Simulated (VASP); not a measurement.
# N on Ni(100): which site?, part 2 of 7

Aim: adsorption energies of N on the high-symmetry sites of Ni(100), at a coverage of 1/4.

VASP 6.6.1, plane waves and PAW; the level of theory is named at each step.

So far, largest spin moment in the PAW sphere (μB): step 2 (the bulk reference, job relaxation, k-mesh 19×19×19) 0.684.

### 4. Relaxing the slab

This step: RPBE, spin-polarised from a ferromagnetic start; plane waves and PAW (Ni) (VASP 6.6.1).

System of this step: Ni(100). The cell holds 16 atoms: 16 Ni. Cell: a = 5.027 Å, b = 5.027 Å, c = 20.332 Å, α = 90.0°, β = 90.0°, γ = 90.0°. It derives from Ni. 4 layers of fcc Ni, cut at this functional's lattice. Vacuum lies along c.

The free atoms relax, while those held by selective dynamics keep their cut positions.

Input file INCAR:

```
SYSTEM = Ni
PREC = Normal
ENCUT = 440
EDIFF = 1E-05
NELM = 120
ISMEAR = 1
SIGMA = 0.15
LREAL = Auto
ALGO = Fast
GGA = RP
NBANDS = 117
ISPIN = 2
MAGMOM = 1 1 1 1 1 1 1 1 1 1 1 1 1 1 1 1
LASPH = .TRUE.
LMAXMIX = 4
LORBIT = 11
LWAVE = .FALSE.
LCHARG = .FALSE.
KPAR = 2
NCORE = 2
IBRION = 2
NSW = 40
ISIF = 2
EDIFFG = -0.03
POTIM = 0.4
MAXMIX = 40
IDIPOL = 3
LDIPOL = .TRUE.
DIPOL = 0.5 0.5 0.5
```

Input file POSCAR:

```
Ni
1.0
    5.0272167418      0.0000000000      0.0000000000
    0.0000000000      5.0272167418      0.0000000000
    0.0000000000      0.0000000000     20.3321685729
Ni
16
Selective dynamics
Direct
    0.2500000000      0.2500000000      0.3688735900  F F F
    0.7500000000      0.2500000000      0.3688735900  F F F
    0.2500000000      0.7500000000      0.3688735900  F F F
    0.7500000000      0.7500000000      0.3688735900  F F F
    0.0000000000      0.0000000000      0.4562912000  F F F
    0.5000000000      0.0000000000      0.4562912000  F F F
    0.0000000000      0.5000000000      0.4562912000  F F F
    0.5000000000      0.5000000000      0.4562912000  F F F
    0.2500000000      0.2500000000      0.5437088000  T T T
    0.7500000000      0.2500000000      0.5437088000  T T T
    0.2500000000      0.7500000000      0.5437088000  T T T
    0.7500000000      0.7500000000      0.5437088000  T T T
    0.0000000000      0.0000000000      0.6311264100  T T T
    0.5000000000      0.0000000000      0.6311264100  T T T
    0.0000000000      0.5000000000      0.6311264100  T T T
    0.5000000000      0.5000000000      0.6311264100  T T T
```

Input file KPOINTS:

```
Automatic mesh
0
Gamma
5 5 1
0 0 0
```

The projector-augmented-wave data sets are Ni (PBE family, release 64).

Launch:

```sh
$ mpirun -np 4 vasp_std
```

The log of the run:

```text
[banner, memory and clock lines left out]
running    4 mpi-ranks, on    1 nodes
 distrk:  each k-point on    2 cores,    2 groups
 distr:  one band on    2 cores,    1 groups

 POSCAR found type information on POSCAR Ni
 POSCAR found :  1 types and      16 ions
 [... a notice as in an earlier step ...]

 LDA part: xc-table for (Slater+PW92), standard interpolation
 POSCAR, INCAR and KPOINTS ok, starting setup
 FFT: planning ... GRIDC
 FFT: planning ... GRID_SOFT
 FFT: planning ... GRID
 WAVECAR not read
 entering main loop
       N       E                     dE             d eps       ncg     rms          rms(c)
DAV:   1     0.112363565359E+04    0.11236E+04   -0.62511E+04  2808   0.130E+03
DAV:   2     0.177006927197E+02   -0.11059E+04   -0.10370E+04  2808   0.307E+02
DAV:   3    -0.826489403986E+02   -0.10035E+03   -0.88855E+02  2969   0.125E+02
DAV:   4    -0.856429703300E+02   -0.29940E+01   -0.29710E+01  3072   0.251E+01
DAV:   5    -0.857046911579E+02   -0.61721E-01   -0.61717E-01  4155   0.227E+00    0.339E+01
RMM:   6    -0.839657315970E+02    0.17390E+01   -0.12455E+02  2822   0.588E+01    0.445E+01
RMM:   7    -0.887877039542E+02   -0.48220E+01   -0.33207E+01  2832   0.247E+01    0.521E+01
RMM:   8    -0.729925617775E+02    0.15795E+02   -0.11099E+01  2824   0.171E+01    0.176E+01
RMM:   9    -0.726666828331E+02    0.32588E+00   -0.25356E+00  2837   0.749E+00    0.223E+01
RMM:  10    -0.722129942881E+02    0.45369E+00   -0.43034E-01  2846   0.295E+00    0.121E+01
RMM:  11    -0.720270675256E+02    0.18593E+00   -0.89536E-02  2866   0.123E+00    0.939E+00
RMM:  12    -0.720924213786E+02   -0.65354E-01   -0.19652E-01  2831   0.200E+00    0.374E+00
RMM:  13    -0.720601508215E+02    0.32271E-01   -0.45354E-02  2841   0.848E-01    0.277E+00
RMM:  14    -0.720668343082E+02   -0.66835E-02   -0.42130E-02  2833   0.965E-01    0.273E+00
RMM:  15    -0.722894257388E+02   -0.22259E+00   -0.63204E-02  2865   0.888E-01    0.109E+00
RMM:  16    -0.725200222093E+02   -0.23060E+00   -0.56005E-02  2896   0.501E-01    0.949E-01
RMM:  17    -0.727621081440E+02   -0.24209E+00   -0.60494E-02  2951   0.461E-01    0.484E-01
RMM:  18    -0.729045026771E+02   -0.14239E+00   -0.37907E-02  2905   0.358E-01    0.280E-01
RMM:  19    -0.729410564457E+02   -0.36554E-01   -0.12214E-02  2854   0.228E-01    0.154E-01
RMM:  20    -0.729560962891E+02   -0.15040E-01   -0.49665E-03  2860   0.153E-01    0.116E-01
RMM:  21    -0.729722990187E+02   -0.16203E-01   -0.97606E-04  2836   0.849E-02    0.698E-02
RMM:  22    -0.729816929679E+02   -0.93939E-02   -0.47553E-04  2645   0.479E-02    0.465E-02
RMM:  23    -0.729894323407E+02   -0.77394E-02   -0.45656E-04  2599   0.401E-02    0.291E-02
RMM:  24    -0.729963300956E+02   -0.68978E-02   -0.53310E-04  2577   0.402E-02    0.639E-02
RMM:  25    -0.729983551016E+02   -0.20250E-02   -0.10800E-04  2118   0.212E-02    0.189E-02
RMM:  26    -0.729997385939E+02   -0.13835E-02   -0.55139E-05  1971   0.130E-02    0.135E-02
RMM:  27    -0.730002441220E+02   -0.50553E-03   -0.21400E-05  1852   0.862E-03    0.936E-03
RMM:  28    -0.730009399974E+02   -0.69588E-03   -0.37991E-05  1813   0.837E-03    0.792E-03
RMM:  29    -0.730013444363E+02   -0.40444E-03   -0.20126E-05  1760   0.588E-03    0.200E-03
RMM:  30    -0.730013659620E+02   -0.21526E-04   -0.16678E-06  1144   0.258E-03    0.210E-03
RMM:  31    -0.730013791131E+02   -0.13151E-04   -0.11763E-06  1015   0.231E-03    0.914E-04
RMM:  32    -0.730013835149E+02   -0.44019E-05   -0.78060E-07  1073   0.219E-03
   1 F= -.73001384E+02 E0= -.73003320E+02  d E =-.730014E+02  mag=    11.7935
 curvature:   0.00 expect dE= 0.000E+00 dE for cont linesearch  0.000E+00
 trial: gam= 0.00000 g(F)=  0.334E-01 g(S)=  0.000E+00 ort = 0.000E+00 (trialstep = 0.100E+01)
 search vector abs. value=  0.334E-01
 bond charge predicted
       N       E                     dE             d eps       ncg     rms          rms(c)
DAV:   1    -0.730191935659E+02   -0.17814E-01   -0.57219E+00  2943   0.655E+00    0.617E-01
RMM:   2    -0.730258788578E+02   -0.66853E-02   -0.56271E-02  2815   0.134E+00    0.453E-01
RMM:   3    -0.730280456095E+02   -0.21668E-02   -0.11489E-02  2841   0.445E-01    0.342E-01
RMM:   4    -0.730278351244E+02    0.21049E-03   -0.18725E-03  2855   0.207E-01    0.161E-01
RMM:   5    -0.730278854652E+02   -0.50341E-04   -0.64162E-04  2880   0.112E-01    0.885E-02
RMM:   6    -0.730279691205E+02   -0.83655E-04   -0.16815E-04  2819   0.586E-02    0.449E-02
RMM:   7    -0.730280390140E+02   -0.69894E-04   -0.52117E-05  2434   0.277E-02    0.174E-02
RMM:   8    -0.730280949266E+02   -0.55913E-04   -0.13770E-05  1760   0.157E-02    0.760E-03
RMM:   9    -0.730281046005E+02   -0.96739E-05   -0.56330E-06  1721   0.983E-03
   2 F= -.73028105E+02 E0= -.73029336E+02  d E =-.267211E-01  mag=    11.7920
[...]
3 F= -.73041565E+02 E0= -.73041942E+02  d E =-.401818E-01  mag=    11.7919
 curvature:  -1.17 expect dE=-0.409E-03 dE for cont linesearch -0.207E-03
 ZBRENT: extrapolating
 opt :   2.3430  next Energy=   -73.041768 (dE=-0.404E-01)
 bond charge predicted
       N       E                     dE             d eps       ncg     rms          rms(c)
DAV:   1    -0.730415698837E+02   -0.98504E-06   -0.15875E-01  2928   0.108E+00    0.104E-01
RMM:   2    -0.730417458540E+02   -0.17597E-03   -0.15153E-03  2806   0.225E-01    0.147E-02
RMM:   3    -0.730418262549E+02   -0.80401E-04   -0.29247E-04  2792   0.707E-02    0.483E-03
RMM:   4    -0.730418415551E+02   -0.15300E-04   -0.46006E-05  2345   0.296E-02    0.265E-03
RMM:   5    -0.730418435757E+02   -0.20206E-05   -0.12303E-05  1653   0.147E-02
   4 F= -.73041844E+02 E0= -.73042102E+02  d E =-.404601E-01  mag=    11.7920
 curvature:  -1.15 expect dE=-0.193E-03 dE for cont linesearch -0.100E-05
 trial: gam= 0.01015 g(F)=  0.168E-03 g(S)=  0.000E+00 ort =-0.171E-03 (trialstep = 0.127E+01)
 search vector abs. value=  0.168E-03
 reached required accuracy - stopping structural energy minimisation
```

The job ended after 3.4 min (4 MPI ranks of Intel Xeon Platinum 8559C (Emerald Rapids), shared host; peak memory 1.4 GiB; 13 min of CPU time).

From OUTCAR (step 4):

```text
  LATTYP: Found a simple tetragonal cell.
 ALAT       =     5.0272167418
 C/A-ratio  =     4.0444185356

 Subroutine GETGRP returns: Found 16 space group operations
 (whereof  8 operations were pure point group operations)

The static configuration has the point symmetry C_4v.
 The point group associated with its full space group is D_4h.

 Found      6 irreducible k-points:

   k-points           NKPTS =      6   k-points in BZ     NKDIM =      6   number of bands    NBANDS=    117

   dimension x,y,z NGX =    28 NGY =   28 NGZ =  108
   dimension x,y,z NGXF=    56 NGYF=   56 NGZF=  216

   ENCUT  =  440.0 eV  32.34 Ry    5.69 a.u.   8.60  8.60 34.77*2*pi/ulx,y,z

   NELECT =     160.0000    total number of electrons

 dipolmoment           0.000000      0.000000      0.000184 electrons x Angstroem

 E-fermi :   0.2003

 spin component 1
 k-point     1 :       0.0000    0.0000    0.0000
  band No.  band energies     occupation
    ...
     79      -0.4396      1.00000
     80      -0.4095      1.00000
     81      -0.3699      1.00000
     82      -0.1049      1.00714
     83      -0.0794      1.01206
     84       0.4007     -0.03382
     85       0.7828     -0.00000
     86       0.7828     -0.00000
     87       0.7884     -0.00000
     88       0.7884     -0.00000
    ...

 k-point     2 :       0.2000    0.0000    0.0000
  band No.  band energies     occupation
    ...
     81      -0.4610      1.00000
     82      -0.4147      1.00000
     83      -0.2727      1.00004
     84      -0.2575      1.00007
     85      -0.1765      1.00110
     86       0.8585     -0.00000
     87       1.1388     -0.00000
     88       1.2162     -0.00000
     89       1.2207     -0.00000
     90       1.4372     -0.00000
    ...

 k-point     3 :       0.4000    0.0000    0.0000
  band No.  band energies     occupation
    ...
     81      -0.4447      1.00000
     82      -0.4382      1.00000
     83      -0.4265      1.00000
     84      -0.4237      1.00000
     85      -0.3186      1.00001
     86       0.3548     -0.02799
     87       1.7382     -0.00000
     88       1.7499     -0.00000
     89       1.7675     -0.00000
     90       2.4330     -0.00000
    ...

 k-point     4 :       0.2000    0.2000    0.0000
  band No.  band energies     occupation
    ...
     83      -0.3324      1.00000
     84      -0.1094      1.00645
     85      -0.1094      1.00645
     86       0.0345      1.03289
     87       0.0345      1.03289
     88       1.2339     -0.00000
     89       1.5522     -0.00000
     90       1.6280     -0.00000
     91       1.6280     -0.00000
     92       2.9363     -0.00000
    ...

  Total       -7.1023591     -7.1023591     -3.1215481      0.0000000      0.0000000      0.0000000
  in kB      -22.1449287    -22.1449287     -9.7328871      0.0000000      0.0000000      0.0000000
  external PRESSURE =     -18.0075815 kB  Pullay stress =       0.0000000 kB

  energy-cutoff  :      440.00
  volume of cell :      513.85
      direct lattice vectors                 reciprocal lattice vectors
     5.027216742  0.000000000  0.000000000     0.198917224  0.000000000  0.000000000
     0.000000000  5.027216742  0.000000000     0.000000000  0.198917224  0.000000000
     0.000000000  0.000000000 20.332168573     0.000000000  0.000000000  0.049183145

 POSITION                                       TOTAL-FORCE (eV/Angst)
 -----------------------------------------------------------------------------------
      1.25680      1.25680      7.50000         0.000000      0.000000      0.306385
      3.77041      1.25680      7.50000         0.000000     -0.000000      0.306385
      1.25680      3.77041      7.50000        -0.000000      0.000000      0.306385
      3.77041      3.77041      7.50000        -0.000000      0.000000      0.306385
      0.00000      0.00000      9.27739        -0.000000     -0.000000     -0.259749
      2.51361      0.00000      9.27739        -0.000000     -0.000000     -0.259749
      0.00000      2.51361      9.27739        -0.000000     -0.000000     -0.259749
      2.51361      2.51361      9.27739         0.000000     -0.000000     -0.259749
      1.25680      1.25680     11.08760         0.000000     -0.000000     -0.022443
      3.77041      1.25680     11.08760        -0.000000      0.000000     -0.022443
      1.25680      3.77041     11.08760         0.000000     -0.000000     -0.022443
      3.77041      3.77041     11.08760        -0.000000     -0.000000     -0.022443
      0.00000      0.00000     12.80586        -0.000000      0.000000     -0.024192
      2.51361      5.02722     12.80586         0.000000      0.000000     -0.024192
      0.00000      2.51361     12.80586        -0.000000     -0.000000     -0.024192
      2.51361      2.51361     12.80586         0.000000      0.000000     -0.024192
 -----------------------------------------------------------------------------------
    total drift:                                0.000000      0.000000      0.003827

  FREE ENERGIE OF THE ION-ELECTRON SYSTEM (eV)
  ---------------------------------------------------
  free  energy   TOTEN  =       -73.0418435757 eV

  energy  without entropy=      -73.0426202460  energy(sigma->0) =      -73.04210247

 vacuum level on the upper side and lower side of the slab         4.622         4.609

 total charge
# of ion       s       p       d       tot
------------------------------------------
    1        0.459   0.319   8.302   9.080
    2        0.459   0.319   8.302   9.080
    3        0.459   0.319   8.302   9.080
    4        0.459   0.319   8.302   9.080
    5        0.477   0.462   8.286   9.224
    6        0.477   0.462   8.286   9.224
    7        0.477   0.462   8.286   9.224
    8        0.477   0.462   8.286   9.224
    9        0.484   0.477   8.290   9.251
   10        0.484   0.477   8.290   9.251
   11        0.484   0.477   8.290   9.251
   12        0.484   0.477   8.290   9.251
   13        0.468   0.333   8.309   9.110
   14        0.468   0.333   8.309   9.110
   15        0.468   0.333   8.309   9.110
   16        0.468   0.333   8.309   9.110
--------------------------------------------------
tot          7.551   6.362 132.749 146.662

 magnetization (x)
# of ion       s       p       d       tot
------------------------------------------
    1       -0.002  -0.020   0.808   0.786
    2       -0.002  -0.020   0.808   0.786
    3       -0.002  -0.020   0.808   0.786
    4       -0.002  -0.020   0.808   0.786
    5       -0.007  -0.027   0.769   0.735
    6       -0.007  -0.027   0.769   0.735
    7       -0.007  -0.027   0.769   0.735
    8       -0.007  -0.027   0.769   0.735
    9       -0.007  -0.027   0.771   0.736
   10       -0.007  -0.027   0.771   0.736
   11       -0.007  -0.027   0.771   0.736
   12       -0.007  -0.027   0.771   0.736
   13       -0.002  -0.021   0.802   0.779
   14       -0.002  -0.021   0.802   0.779
   15       -0.002  -0.021   0.802   0.779
   16       -0.002  -0.021   0.802   0.779
--------------------------------------------------
tot         -0.075  -0.380  12.604  12.149

[... 1 part as in an earlier step ...]

[... 11 further parts left out ...]
```

The magnetic state follows from one typed start and may not be the lowest. The run keeps the 8 symmetry operations of its start, so it cannot find a distortion of lower symmetry.

Step by step:

```csv
step,energy less that of the first step (eV),largest force (eV/Å)
1,0.0000,0.3630
2,-0.0267,0.2045
3,-0.0402,0.0472
4,-0.0405,0.0242
```

The atoms that moved most (Å):

```csv
atom,dx,dy,dz,length
Ni9,0.000,0.000,0.033,0.033
Ni10,0.000,0.000,0.033,0.033
Ni11,0.000,0.000,0.033,0.033
Ni12,0.000,0.000,0.033,0.033
Ni13,0.000,0.000,-0.026,0.026
Ni14,0.000,0.000,-0.026,0.026
Ni15,0.000,0.000,-0.026,0.026
Ni16,0.000,0.000,-0.026,0.026
```

The relaxed structure:

```xyz
16
Lattice="5.0272 0.0000 0.0000 0.0000 5.0272 0.0000 0.0000 0.0000 20.3322" Properties=species:S:1:pos:R:3
Ni    1.2568    1.2568    7.5000
Ni    3.7704    1.2568    7.5000
Ni    1.2568    3.7704    7.5000
Ni    3.7704    3.7704    7.5000
Ni    0.0000    0.0000    9.2774
Ni    2.5136    0.0000    9.2774
Ni    0.0000    2.5136    9.2774
Ni    2.5136    2.5136    9.2774
Ni    1.2568    1.2568   11.0876
Ni    3.7704    1.2568   11.0876
Ni    1.2568    3.7704   11.0876
Ni    3.7704    3.7704   11.0876
Ni    0.0000    0.0000   12.8059
Ni    2.5136    0.0000   12.8059
Ni    0.0000    2.5136   12.8059
Ni    2.5136    2.5136   12.8059
```

Numbers from this step:

```
electronic cycles                                 : 55
electrons                                         : 160
free energy (TOTEN)                               : -73.0418 eV
energy at zero smearing                           : -73.0421 eV
Fermi energy                                      : 0.2003 eV
moment of the cell, from the last line of the log : 11.79 μB
dipole moment                                     : 0, 0, 1.84e-4 e·Å
```

Spin moment in the PAW sphere by atom:

| atom | spin moment in the PAW sphere (μB) |
| --- | --- |
| Ni1 | 0.786 |
| Ni2 | 0.786 |
| Ni3 | 0.786 |
| Ni4 | 0.786 |
| Ni5 | 0.735 |
| Ni6 | 0.735 |
| Ni7 | 0.735 |
| Ni8 | 0.735 |
| Ni9 | 0.736 |
| Ni10 | 0.736 |
| Ni11 | 0.736 |
| Ni12 | 0.736 |
| Ni13 | 0.779 |
| Ni14 | 0.779 |
| Ni15 | 0.779 |
| Ni16 | 0.779 |

The run ended after 4 ionic steps, 0.040 eV below its first step, once the forces on the free atoms met EDIFFG = -0.03.

[end of part 2 of 7]

[Lines on the potential files, build, host, timing and source positions are cut from VASP's logs without a mark.]

[Logs are printed without paths, hosts, clocks, repeated set-up lines and the standing remarks that a program may print on its own settings, such as how far it seeks lower states.]

[Hosts, paths, dates, database ids (printed as entryN), source tags and the programs' standing remarks are cut or masked in the printed files.]

[Runs that stopped without an error message from VASP are left out.]
